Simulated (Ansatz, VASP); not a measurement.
# ZnO (zincite): VASP beside Ansatz, part 3 of 3

One calculation is typed for both programs; each brings its own data sets. How far apart do they land? The cell is taken from a series of runs on this material, whose earlier steps may have relaxed, scaled, displaced or heated it; both programs get it as it stands.

VASP 6.6.1 and Ansatz 0.2.0.

So far: Starting point; VASP: zone-centre phonons, PBE.

**3. Ansatz: zone-centre phonons, PBE**

Level of this step: Ansatz beside VASP: Kohn-Sham DFT, plane waves, PBE (Ansatz).

Ansatz runs on its PAW soft_1 files.

The same cell, functional and mesh now go to Ansatz, which takes its cutoff from its data sets.

File input.yaml:

```yaml
crystal:
  lattice:
    - [3.3437027079, 0.0, 0.0]
    - [-1.671851354, 2.8957314877, 0.0]
    - [0.0, 0.0, 5.3998654903]
  atoms:
    - { symbol: O, position: [0.6666666667, 0.3333333333, 0.379021422] }
    - { symbol: O, position: [0.3333333333, 0.6666666667, 0.879021422] }
    - { symbol: Zn, position: [0.3333333333, 0.6666666667, 0.499988578] }
    - { symbol: Zn, position: [0.6666666667, 0.3333333333, -1.1422e-05] }
kpoints:
  mp_grid: { grid: [15, 15, 10] }
hamiltonian:
  xc: pbe
  pseudopotentials: { kind: paw, azcp: { folder: soft_1 } }
scf:
  occupations: { method: fixed }
output:
  eigenvalues: true
phonons:
  method: dfpt
  dielectric: true
  rigid_motions: translations
```

Launch:

```bash
ansatz run input.yaml --threads 4 --pin off --max-ram 16384MiB --backend cpu --events-out ev --progress --plain --runs-dir out
```

Numbers of over 12 decimals in the logs are rounded to 6 here.

Output:

```text
Engine: ansatz 0.2.0, aarch64-unknown-linux-gnu
Pseudopotentials: kind: paw
Pseudopotential: O, paw, valence charge 6, recommended cutoff 420 eV (normal), soft_1/O.paw.azcp
Pseudopotential: Zn, paw, valence charge 12, recommended cutoff 420 eV (normal), soft_1/Zn.paw.azcp
Functional definition: PBE
  parameter kappa = 0.804
  parameter beta = 0.066725
  exchange = pbe_x(kappa = kappa, mu = beta*pi^2/3)
  correlation = pbe_c(beta = beta)
Crystal: 4 atoms, lattice volume = 52.284 Å³
Basis set: ecut = 420 eV, 1039 PW (Γ), exchange–correlation on 48×48×80 points (8 copies of the dense FFT grid, shifted against one another)
Bands: 22, of which v1, the nominal top of the filled ones, is band 18 counted from 1 (17 counted from 0)
Symmetry: 12 space group operations
k-points: 608 of 2250 (irreducible under 2 space group operations, time reversal used)
Non-local potential: O, projectors of the file, l = 0: 2, l = 1: 2, l = 2: 1
Non-local potential: Zn, projectors of the file, l = 0: 2, l = 1: 2, l = 2: 3, l = 3: 1
PAW form: soft (Blöchl's): semilocal exchange-correlation on the pseudo side does not see the compensation charge
PAW one-centre angular grid: O, 110 points (default); XC on 64 Gauss nodes
PAW one-centre angular grid: Zn, 590 points (default); XC on 64 Gauss nodes
Initial density: superposition of atomic densities (chi_scale 0.1, normalization cell, long waves kept (reshape's long-wave potential 0.00 eV rms))
Initial wavefunctions: pseudopotential atomic-orbital guess
Functional: x = pbe(κ = 0.804, μ = 0.219515), c = pbe(β = 0.066725)
SCF iter   1: F=—  HF=-7774.600487 eV  |F-HF|=—  |Δ(HF+E_count)|=         —  Δρ=1.07e-1  dr2=3.15e0  ethr=3.10e-3  ⟨swp⟩=4.3  Hψ=57446  notcnv=0  defer=1066
preconditioner: auto → Resta (q_TF=auto, 2.564 Å⁻¹)  ε∞=6.4  [insulator: Δε(μ)=0.895 eV  Ē_g=13.287 eV  n_scr=22 (ndim 8)  ℏωp=30.8 eV  f_vac=0.006  ε∞_Penn≈6.4]
SCF iter   2: F=—  HF=-7773.741646 eV  |F-HF|=—  |Δ(HF+E_count)|=   8.59e-1  Δρ=2.21e-2  dr2=2.43e-1  ethr=3.10e-3  ⟨swp⟩=2.2  Hψ=30330  notcnv=0  defer=363
SCF iter   3: F=—  HF=-7773.635043 eV  |F-HF|=—  |Δ(HF+E_count)|=   1.07e-1  Δρ=1.79e-2  dr2=1.34e-1  ethr=6.75e-4  ⟨swp⟩=2.0  Hψ=29209  notcnv=0  defer=1191
SCF iter   4: F=—  HF=-7773.628656 eV  |F-HF|=—  |Δ(HF+E_count)|=   6.39e-3  Δρ=7.00e-3  dr2=1.41e-2  ethr=3.71e-4  ⟨swp⟩=2.0  Hψ=24322  notcnv=0  defer=1214
SCF iter   5: F=—  HF=-7773.639280 eV  |F-HF|=—  |Δ(HF+E_count)|=   1.06e-2  Δρ=2.06e-3  dr2=1.64e-3  ethr=3.90e-5  ⟨swp⟩=2.7  Hψ=29806  notcnv=0  defer=1216
SCF iter   6: F=—  HF=-7773.639618 eV  |F-HF|=—  |Δ(HF+E_count)|=   3.38e-4  Δρ=8.27e-4  dr2=2.48e-4  ethr=4.56e-6  ⟨swp⟩=2.0  Hψ=24320  notcnv=0  defer=1216
SCF iter   7: F=—  HF=-7773.639638 eV  |F-HF|=—  |Δ(HF+E_count)|=   1.97e-5  Δρ=2.59e-4  dr2=3.32e-5  ethr=6.89e-7  ⟨swp⟩=2.1  Hψ=25079  notcnv=0  defer=1207
SCF iter   8: F=—  HF=-7773.639674 eV  |F-HF|=—  |Δ(HF+E_count)|=   3.67e-5  Δρ=7.51e-5  dr2=3.23e-6  ethr=9.21e-8  ⟨swp⟩=2.0  Hψ=23895  notcnv=0  defer=406
SCF iter   9: F=—  HF=-7773.639680 eV  |F-HF|=—  |Δ(HF+E_count)|=   5.38e-6  Δρ=9.27e-6  dr2=5.96e-8  ethr=8.98e-9  ⟨swp⟩=2.0  Hψ=23899  notcnv=0
SCF iter  10: F=—  HF=-7773.639680 eV  |F-HF|=—  |Δ(HF+E_count)|=   1.18e-7  Δρ=1.71e-6  dr2=1.88e-9  ethr=1.65e-10  ⟨swp⟩=2.0  Hψ=23796  notcnv=0
SCF iter  11: F=-7773.639680 eV  HF=-7773.639680 eV  |F-HF|=4.00e-11  |Δ(HF+E_count)|=   2.00e-9  Δρ=2.89e-7  dr2=3.87e-11  ethr=1.00e-12  ⟨swp⟩=7.2  Hψ=87840  notcnv=0
SCF 1 converged in 11 iterations: F = -7773.639680 eV  dr2 = 3.87e-11
  greatest PAW one-centre occupation: 0.987 electrons in one spin orbital (limit 2), on the Zn atom at site 3 (counted from 0), in its partial waves of l = 2
NSCF: frozen V_eff on 4 k-points
DFPT response loops at Γ: preconditioner auto → Resta (q_TF=auto, 2.564 Å⁻¹)  ε∞=9.6 (no band partly filled); β = 1.00, the filter's whole step (`scf.mixing.beta` (0.50) is not read by the response loops at its default; to damp them type it under 1.00, their step now; it binds the ground state too); Broyden in place of MSR1
── the response to a field inside a basis, on 20×20×12 k-points: an SCF that follows is theirs, and a resumed run solves both again ──
Bands: 19, of which v1, the nominal top of the filled ones, is band 18 counted from 1 (17 counted from 0)
k-points: 660
Initial density: handed on by an earlier stage of this run
Initial wavefunctions: pseudopotential atomic-orbital guess (no wavefunctions were taken with the density)
Eigensolver: Dense (660 Hₖ)
SCF iter   1: F=—  HF=-7773.639230 eV  |F-HF|=—  |Δ(HF+E_count)|=         —  Δρ=3.95e-4  dr2=1.96e-5  ethr=1.00e-1
preconditioner: auto → Resta (q_TF=auto, 2.564 Å⁻¹)  ε∞=11.0  [insulator: Δε(μ)=0.726 eV  Ē_g=9.729 eV  n_scr=22 (ndim 8)  ℏωp=30.8 eV  f_vac=0.048  ε∞_Penn≈11.0]
SCF iter   2: F=—  HF=-7773.639234 eV  |F-HF|=—  |Δ(HF+E_count)|=   4.18e-6  Δρ=3.52e-4  dr2=2.90e-5  ethr=5.44e-8
SCF iter   3: F=—  HF=-7773.639233 eV  |F-HF|=—  |Δ(HF+E_count)|=   5.17e-7  Δρ=7.18e-5  dr2=7.64e-7  ethr=5.44e-8
SCF iter   4: F=—  HF=-7773.639231 eV  |F-HF|=—  |Δ(HF+E_count)|=   2.25e-6  Δρ=1.96e-5  dr2=8.62e-8  ethr=2.12e-9
SCF iter   5: F=-7773.639231 eV  HF=-7773.639231 eV  |F-HF|=4.92e-8  |Δ(HF+E_count)|=   2.04e-7  Δρ=1.62e-5  dr2=6.93e-8  ethr=2.39e-10
SCF 1 converged in 5 iterations: F = -7773.639231 eV  dr2 = 6.93e-8
DFPT response loops at Γ: preconditioner auto → Resta (q_TF=auto, 2.564 Å⁻¹)  ε∞=9.1 (no band partly filled); β = 1.00, the filter's whole step (`scf.mixing.beta` (0.50) is not read by the response loops at its default; to damp them type it under 1.00, their step now; it binds the ground state too); Broyden in place of MSR1
WARN: field response: ε∞ stands inside a basis, on 20×20×12 points; the force constants stand on the 15×15×10 k-mesh, whose period is 11.28 times the interband length at k = (0.0000, 0.0000, 0.0000), direct gap 0.653 eV, under 14: take them and everything formed from them as unconverged, and compare with a denser kpoints.mp_grid
SCF converged after 11 iterations
Free energy (F): -7773.639680 eV
Harris-Foulkes:  -7773.639680 eV  (|F-HF|=4.00e-11)
Internal energy: -7773.639680 eV  (E = F + TS)
E sigma→0 (E₀):  -7773.639680 eV
Fermi energy:    5.852070 eV
--- Per-component energies (eV) ---
  E_band       = 25.891330
  E_kinetic    = 624.537577
  E_local      = -4579.856272  (includes V_loc(G=0)·N_el)
  E_nonlocal   = 1755.200122
  E_hartree    = 1720.255509
  E_xc         = -296.693518
  E_vxc        = -280.310701  (∫ρ·V_xc dr)
  E_paw        = -4125.571661  (= ΣΔE_a)
  E_vpaw       = -934.191326  (= ΣTr[D̂ρ^β])
  E_aug_tail   = 0.000984  (compensation charges beyond the density's cutoff)
  E_ewald      = -2871.512421
  E_smearing   = -0.000000  (= −TS)
  E_closure    = 0.000000  (closes the sum)
  Σ components = -7773.639680   (vs F -7773.639680, Δ=0.00e0)
--- Band table (eV; the first three rows and the last of 608) ---
  k-point 0: bands = [... 14 lower, 5.1655, 5.7884, 5.8521, 5.8521, 6.5052, 10.7387, 13.7259, 18.3046]
  k-point 1: bands = [... 14 lower, 5.1827, 5.5111, 5.8357, 5.8357, 6.8111, 10.6576, 13.8002, 18.3066]
  k-point 2: bands = [... 14 lower, 5.2322, 5.2322, 5.7880, 5.7880, 7.3427, 10.4245, 14.0197, 18.0994]
  k-point 607: bands = [... 14 lower, 3.4562, 3.5307, 4.7852, 4.9151, 10.9768, 13.1501, 14.0130, 14.1421]
--- Phonons (Γ-DFPT): 4 representative perturbations + reference, on 608 of 2250 k-points (Σ response iterations 15) ---
  k mesh reduced under 2 symmetry operations, with k and −k counted as one. Each operation leaves every solved perturbation unchanged. A smaller set is not considered because the run solves the response to a homogeneous field
  ASR residual: 1.228e-4 → 0.000e0 eV/Å²; symmetrization residual: 2.130e-6 eV/Å²
  ASR residual per site (eV/Å²): 1.23e-4 1.23e-4 1.08e-4 1.08e-4
  Γ frequencies (cm⁻¹): 0.00 0.00 0.00 95.94 95.94 230.81 302.99 323.54 323.54 350.86 350.86 471.25
  ε∞ (high-frequency dielectric tensor):
        5.458542    -0.000000     0.000000
       -0.000000     5.458542    -0.000000
        0.000000    -0.000000     5.519439
  ε⁰ (static dielectric tensor: ions relaxed, cell fixed):
       11.962432    -0.000000     0.000000
       -0.000000    11.962432     0.000000
        0.000000     0.000000    13.330922
  ε⁰ − ε∞ (ionic part):
        6.503890     0.000000     0.000000
        0.000000     6.503890     0.000000
        0.000000     0.000000     7.811484
  softest optical mode at Γ: 95.94 cm⁻¹; the repairs (sum rule, projections) moved no ω² at Γ by more than (1.59 cm⁻¹)²
  Born effective charges Z* (e; rows j = field, columns β = displacement):
    site 0:
        -2.15616    0.00000    0.00000
         0.00000   -2.15616    0.00000
        -0.00000    0.00000   -2.21292
    site 1:
        -2.15616    0.00000   -0.00000
         0.00000   -2.15616    0.00000
         0.00000    0.00000   -2.21292
    site 2:
         2.15616   -0.00000   -0.00000
        -0.00000    2.15616   -0.00000
        -0.00000   -0.00000    2.21292
    site 3:
         2.15616   -0.00000    0.00000
        -0.00000    2.15616   -0.00000
         0.00000   -0.00000    2.21292
  Z* charge neutrality: 1.471e-3 e pre-enforcement
  solved inside a basis spanned on kpoints, on 20×20×12 k-points transformed towards the longest dipole: ε∞ is read to err by 1.6e-2, Z* by 1.3e-2 e (field_mesh: kpoints solves on kpoints); Z* is corrected for what the basis lacks
  optical modes at Γ without the LO–TO term, one row a degenerate level:
      ω (cm⁻¹)  modes    IR ((D/Å)²/amu)
         95.94      2             0.0000
        230.81      1             0.0000
        302.99      1            17.5791
[...]
optical modes at Γ + LO–TO along q̂ = [1.0000, 0.0000, 0.0000]:
      ω (cm⁻¹)  modes    IR ((D/Å)²/amu)
[...]
optical modes at Γ + LO–TO along q̂ = [0.0000, 1.0000, 0.0000]:
      ω (cm⁻¹)  modes    IR ((D/Å)²/amu)
[...]
471.25      1             0.0000
        478.95      1            16.6889
  optical modes at Γ + LO–TO along q̂ = [0.0000, 0.0000, 1.0000]:
      ω (cm⁻¹)  modes    IR ((D/Å)²/amu)
         95.94      2             0.0000
        230.81      1             0.0000
        323.54      2            33.3778
        350.86      2             0.0000
        470.88      1            17.5791
        471.25      1             0.0000
```

**4. Differences**

Known differences besides the potentials themselves: fixed occupations in Ansatz, narrow Gaussian smearing in VASP; VASP's response is taken on the typed mesh, Ansatz refines its own for the field response alone; the cutoff is 420 eV in Ansatz and 600 eV in VASP. Total energies have different zeros and are not compared.

Compared:

| quantity | Ansatz | VASP | difference |
| --- | --- | --- | --- |
| ε∞ xx | 5.46 | 5.64 | -3.20 % |
| ε∞ yy | 5.46 | 5.64 | -3.20 % |
| ε∞ zz | 5.52 | 5.62 | -1.73 % |
| Born charge of O1 (mean of the diagonal) (e) | -2.18 | -2.18 | 0.00 |
| Born charge of Zn3 (mean of the diagonal) (e) | 2.18 | 2.18 | 0.00 |
| optical mode 1 to 2 (cm⁻¹) | 95.9 | 94.7 | +1.27 % |
| optical mode 3 (cm⁻¹) | 230.8 | 232.1 | -0.54 % |
| optical mode 4 (cm⁻¹) | 303.0 | 310.3 | -2.35 % |
| optical mode 5 to 6 (cm⁻¹) | 323.5 | 330.7 | -2.18 % |
| optical mode 7 to 8 (cm⁻¹) | 350.9 | 358.8 | -2.20 % |
| optical mode 9 (cm⁻¹) | 471.2 | 475.7 | -0.94 % |

Modes are paired by rising frequency, not by their patterns, so a pair may set unlike modes beside each other; they are those without the splitting of longitudinal modes.

**5. Results**

```yaml
r_m_s_difference_of_the_optical_zone_centre_modes_each_program_s_sorted_by_frequency_zone_centre_phonons_pbe: 5.8 cm⁻¹
difference_in_eps_infinity_xx_zone_centre_phonons_pbe: -3.2 %
```

**Reading.** The r.m.s. difference of the optical zone-centre modes, each program's sorted by frequency is 5.8 cm⁻¹ (zone-centre phonons, PBE). Among the rows given in per cent, the largest difference of the zone-centre phonons, PBE pair is in ε∞ xx, -3.2 %. How closely two codes agree says nothing of how well the functional describes the real material.

[Lines on the potential files, build, host, timing and source positions are cut from VASP's logs without a mark.]

[Logs are printed without paths, hosts, clocks, repeated set-up lines and the standing remarks that a program may print on its own settings, such as how far it seeks lower states.]

[Hosts, paths, dates, database ids (printed as entryN), source tags and the programs' standing remarks are cut or masked in the printed files.]
